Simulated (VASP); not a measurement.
Computed with r2SCAN meta-GGA, VASP's PBE PAW potentials (set 64) (plane waves; VASP).

VASP ran on this input.

### KPOINTS
```
K-points
0
gamma
  7 7 7
0 0 0
```

### INCAR
```
# general
SYSTEM =CdS
PREC   =Accurate
ENCUT  =400
LREAL  =.FALSE.   # projection in real space or not
LASPH  =.TRUE.   # aspherical one-centre terms

# electronic loop
EDIFF  =1E-6   # SCF stop (eV)
NELM   =100   # most electronic steps
ALGO   =Normal
LMAXMIX=4   # l cut-off of mixed one-centre charges
LMIXTAU=.TRUE.

# smearing
ISMEAR =0
SIGMA  =0.05

# functional
METAGGA=R2SCAN

# ions
IBRION =2   # conjugate gradients
NSW    =60   # most ionic steps
ISIF   =3   # ions, shape and volume
EDIFFG =-0.01   # ionic stop

# output
LWAVE  =.FALSE.
LCHARG =.FALSE.
```

**POSCAR**
```
CdS
1
    0.0000000000     2.8752040000     2.8752040000
    2.8752040000     0.0000000000     2.8752040000
    2.8752040000     2.8752040000     0.0000000000
Cd S
1 1
Direct
  0.0000000000   0.0000000000   0.0000000000
  0.2500000000   0.2500000000   0.2500000000
```

POTCAR, in this order: Cd S (PBE.64 set). Program: vasp_std.

The run wrote:

**OSZICAR**
```
       N       E                     dE             d eps       ncg     rms          rms(c)
DAV:   1     0.704342340899E+02    0.70434E+02   -0.81512E+03   544   0.105E+03
DAV:   2    -0.307994691338E+02   -0.10123E+03   -0.97931E+02   615   0.280E+02
DAV:   3    -0.347762592491E+02   -0.39768E+01   -0.39683E+01   600   0.590E+01
DAV:   4    -0.348022154671E+02   -0.25956E-01   -0.25953E-01   610   0.470E+00
DAV:   5    -0.348025679638E+02   -0.35250E-03   -0.35249E-03   600   0.520E-01    0.908E+00
DAV:   6    -0.295129399631E+02    0.52896E+01   -0.40584E+00   520   0.345E+01    0.103E+01
DAV:   7    -0.295517460141E+02   -0.38806E-01   -0.46790E-01   525   0.896E+00    0.584E+00
DAV:   8    -0.294975476913E+02    0.54198E-01   -0.36815E-01   520   0.564E+00    0.138E+00
DAV:   9    -0.295437141057E+02   -0.46166E-01   -0.27254E-01   520   0.488E+00    0.603E-01
DAV:  10    -0.296307723064E+02   -0.87058E-01   -0.48400E-02   520   0.209E+00    0.234E-01
DAV:  11    -0.296306738359E+02    0.98470E-04   -0.40950E-03   560   0.768E-01    0.137E-01
DAV:  12    -0.296315234746E+02   -0.84964E-03   -0.14786E-03   525   0.427E-01    0.801E-02
DAV:  13    -0.296317755552E+02   -0.25208E-03   -0.17500E-03   520   0.515E-01    0.438E-02
DAV:  14    -0.296325123216E+02   -0.73677E-03   -0.19677E-04   530   0.164E-01    0.656E-03
DAV:  15    -0.296325602734E+02   -0.47952E-04   -0.27894E-05   560   0.523E-02    0.526E-03
DAV:  16    -0.296325597647E+02    0.50871E-06   -0.60342E-06   520   0.277E-02
   1 F= -.29632560E+02 E0= -.29632560E+02  d E =-.296326E+02
       N       E                     dE             d eps       ncg     rms          rms(c)
DAV:   1    -0.310777106396E+02   -0.14452E+01   -0.32748E+01   535   0.833E+01    0.118E+01
DAV:   2    -0.297374716758E+02    0.13402E+01   -0.29517E+00   535   0.279E+01    0.410E+00
DAV:   3    -0.296820635822E+02    0.55408E-01   -0.29627E-01   520   0.795E+00    0.385E+00
DAV:   4    -0.295611694518E+02    0.12089E+00   -0.18233E-01   520   0.407E+00    0.101E+00
DAV:   5    -0.296614021907E+02   -0.10023E+00   -0.52998E-02   520   0.241E+00    0.480E-01
DAV:   6    -0.296532412333E+02    0.81610E-02   -0.96348E-03   520   0.103E+00    0.306E-01
DAV:   7    -0.296621721731E+02   -0.89309E-02   -0.65498E-03   520   0.905E-01    0.116E-01
DAV:   8    -0.296622612151E+02   -0.89042E-04   -0.13393E-03   530   0.431E-01    0.440E-02
DAV:   9    -0.296630527385E+02   -0.79152E-03   -0.49231E-04   520   0.223E-01    0.344E-02
DAV:  10    -0.296631611174E+02   -0.10838E-03   -0.69758E-05   540   0.930E-02    0.101E-02
DAV:  11    -0.296631577271E+02    0.33903E-05   -0.11780E-05   520   0.474E-02    0.345E-03
DAV:  12    -0.296631705604E+02   -0.12833E-04   -0.16053E-06   385   0.188E-02    0.147E-03
DAV:  13    -0.296631686221E+02    0.19382E-05   -0.63257E-07   360   0.822E-03    0.109E-03
DAV:  14    -0.296631697826E+02   -0.11605E-05   -0.58975E-08   260   0.274E-03    0.925E-04
DAV:  15    -0.296631697070E+02    0.75562E-07   -0.29360E-09   260   0.515E-04
   2 F= -.29663170E+02 E0= -.29663170E+02  d E =-.306099E-01
       N       E                     dE             d eps       ncg     rms          rms(c)
DAV:   1    -0.298638707700E+02   -0.20070E+00   -0.40362E+00   555   0.274E+01    0.329E+00
DAV:   2    -0.296836858209E+02    0.18018E+00   -0.47018E-01   535   0.114E+01    0.113E+00
DAV:   3    -0.296735258537E+02    0.10160E-01   -0.38317E-02   525   0.263E+00    0.949E-01
DAV:   4    -0.296659806626E+02    0.75452E-02   -0.18900E-02   520   0.124E+00    0.286E-01
DAV:   5    -0.296726003850E+02   -0.66197E-02   -0.78283E-03   520   0.944E-01    0.147E-01
DAV:   6    -0.296711852230E+02    0.14152E-02   -0.43426E-03   520   0.708E-01    0.843E-02
DAV:   7    -0.296742446732E+02   -0.30595E-02   -0.81972E-04   520   0.325E-01    0.334E-02
DAV:   8    -0.296741278426E+02    0.11683E-03   -0.16685E-05   590   0.363E-02    0.278E-02
DAV:   9    -0.296743797811E+02   -0.25194E-03   -0.12779E-04   520   0.125E-01    0.590E-03
DAV:  10    -0.296743801596E+02   -0.37853E-06   -0.55451E-06   520   0.268E-02
   3 F= -.29674380E+02 E0= -.29674380E+02  d E =-.418204E-01
```

**OUTCAR**
```
------------------------ aborting loop because EDIFF is reached ----------------------------------------
  FORCE on cell =-STRESS in cart. coord.  units (eV):
  Direction    XX          YY          ZZ          XY          YZ          ZX
  --------------------------------------------------------------------------------------
  Total        0.0056417      0.0056417      0.0056417      0.0000000      0.0000000     -0.0000000
  in kB        0.1785266      0.1785266      0.1785266      0.0000000      0.0000000     -0.0000000
  external PRESSURE =       0.1785266 kB  Pullay stress =       0.0000000 kB
  volume of cell :       50.63
      direct lattice vectors                 reciprocal lattice vectors
     0.000000000  2.936266309  2.936266309    -0.170284282  0.170284282  0.170284282
     2.936266309 -0.000000000  2.936266309     0.170284282 -0.170284282  0.170284282
     2.936266309  2.936266309 -0.000000000     0.170284282  0.170284282 -0.170284282
  FREE ENERGIE OF THE ION-ELECTRON SYSTEM (eV)
  ---------------------------------------------------
  free  energy   TOTEN  =       -29.6743801596 eV

  energy  without entropy=      -29.6743801596  energy(sigma->0) =      -29.67438016

 reached required accuracy - stopping structural energy minimisation
```
(Selected blocks of OUTCAR.)

File CONTCAR:
```
CdS
   1.00000000000000
     0.0000000000000000    2.9362663091352870    2.9362663091352870
     2.9362663091352870   -0.0000000000000000    2.9362663091352870
     2.9362663091352870    2.9362663091352870   -0.0000000000000000
  Cd              S
     1     1
Direct
     0.0000000000000000    0.0000000000000000    0.0000000000000000
     0.2500000000000000    0.2500000000000000    0.2500000000000000
```

Energy and stress use the plane-wave basis of the starting cell.

The structure was generated: CdS was put into the zinc blende type (F-43m), which need not be its known phase. This run relaxes it. Symmetry was kept, so distortions that lower it aren't found.
